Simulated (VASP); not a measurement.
Output of a VASP run:

OSZICAR:
```
       N       E                     dE             d eps       ncg     rms          rms(c)
DAV:   1     0.877514553300E+03    0.87751E+03   -0.29578E+04  1544   0.178E+03
DAV:   2     0.726596080665E+02   -0.80485E+03   -0.77747E+03  1832   0.543E+02
DAV:   3    -0.392507283530E+02   -0.11191E+03   -0.11077E+03  1744   0.219E+02
DAV:   4    -0.443372442735E+02   -0.50865E+01   -0.50676E+01  1808   0.541E+01
DAV:   5    -0.445724498619E+02   -0.23521E+00   -0.23515E+00  2120   0.104E+01    0.154E+01
DAV:   6    -0.406342213534E+02    0.39382E+01   -0.14434E+01  2384   0.473E+01    0.114E+01
DAV:   7    -0.404970714360E+02    0.13715E+00   -0.85110E-01  1912   0.596E+00    0.347E+00
DAV:   8    -0.404123638357E+02    0.84708E-01   -0.76433E-02  2240   0.251E+00    0.129E+00
DAV:   9    -0.403906991380E+02    0.21665E-01   -0.24839E-02  2320   0.227E+00    0.121E-01
DAV:  10    -0.403912576276E+02   -0.55849E-03   -0.59189E-03  1840   0.584E-01    0.203E-01
DAV:  11    -0.403912658133E+02   -0.81857E-05   -0.14758E-04  2376   0.107E-01    0.128E-01
DAV:  12    -0.403912676436E+02   -0.18303E-05   -0.15313E-05  2360   0.390E-02    0.558E-02
DAV:  13    -0.403912669596E+02    0.68400E-06   -0.46964E-06  1704   0.176E-02
   1 F= -.40391267E+02 E0= -.40391267E+02  d E =-.922975E-10
```

OUTCAR:
```
------------------------ aborting loop because EDIFF is reached ----------------------------------------
  FORCE on cell =-STRESS in cart. coord.  units (eV):
  Direction    XX          YY          ZZ          XY          YZ          ZX
  --------------------------------------------------------------------------------------
  Total       -9.3158339     -9.3158311     -9.6235053      0.0000000     -0.0000000      0.0000000
  in kB     -129.6640311   -129.6639915   -133.9464081      0.0000000     -0.0000000      0.0000000
  external PRESSURE =    -131.0914769 kB  Pullay stress =       0.0000000 kB
  volume of cell :      115.11
      direct lattice vectors                 reciprocal lattice vectors
     2.602140000  1.502346000  4.907507000     0.192149538  0.110937605  0.067923150
    -2.602140000  1.502346000  4.907507000    -0.192149538  0.110937605  0.067923150
     0.000000000 -3.004692000  4.907507000     0.000000000 -0.221875209  0.067923150
 POSITION                                       TOTAL-FORCE (eV/Angst)
 -----------------------------------------------------------------------------------
      0.00000      0.00000      7.36126        -0.000000     -0.000000      0.000000
      0.00000      0.00000      0.00000        -0.000000     -0.000000      0.000000
     -0.92191      1.40789      6.13438        -0.094347     -0.163413      0.000000
      0.92191     -1.40789      8.58814         0.094347      0.163413      0.000000
     -0.75832     -1.50235      6.13438         0.188693     -0.000000     -0.000000
      0.75832      1.50235      8.58814        -0.188693     -0.000000     -0.000000
      1.68023      0.09445      6.13438        -0.094347      0.163413      0.000000
     -1.68023     -0.09445      8.58814         0.094347     -0.163413      0.000000
 -----------------------------------------------------------------------------------
    total drift:                               -0.000000      0.000000     -0.000000
  FREE ENERGIE OF THE ION-ELECTRON SYSTEM (eV)
  ---------------------------------------------------
  free  energy   TOTEN  =       -40.3912669596 eV

  energy  without entropy=      -40.3912669595  energy(sigma->0) =      -40.39126696
```
(Selected blocks of OUTCAR.)

### POSCAR
```
InF3
1
    2.6021400000     1.5023460000     4.9075070000
   -2.6021400000     1.5023460000     4.9075070000
    0.0000000000    -3.0046920000     4.9075070000
In F
2 6
Direct
  0.5000000000   0.5000000000   0.5000000000
  0.0000000000   0.0000000000   0.0000000000
  0.3957100000   0.7500000000   0.1042900000
  0.6042900000   0.2500000000   0.8957100000
  0.1042900000   0.3957100000   0.7500000000
  0.8957100000   0.6042900000   0.2500000000
  0.7500000000   0.1042900000   0.3957100000
  0.2500000000   0.8957100000   0.6042900000
```

Q: Reconstruct the remaining input files.

A: Several could match; the one computed here: the input of the run itself, LDA (Ceperley-Alder, Perdew-Zunger), plane waves, VASP's LDA PAW potentials (set 64).

INCAR:
```
ALGO = Normal
EDIFF = 1E-6
ENCUT = 400
ISIF = 2
ISMEAR = -1
LASPH = .TRUE.
LCHARG = .FALSE.
LMAXMIX = 4
LREAL = .FALSE.
LWAVE = .FALSE.
NELM = 100
PREC = Accurate
SIGMA = 0.05
SYSTEM = InF3
```

**KPOINTS**
```
Automatic mesh
0
Gamma
5 5 5
0 0 0
```

POTCAR, in this order: In_d F (LDA.64 set). Program: vasp_std.

At this cut-off the stress carries a Pulay error, which pulls relaxed volumes low.

The structure comes from a computed database's InF3 entry (R-3c); how it stands against other phases isn't given here. The cell was not relaxed at this level.
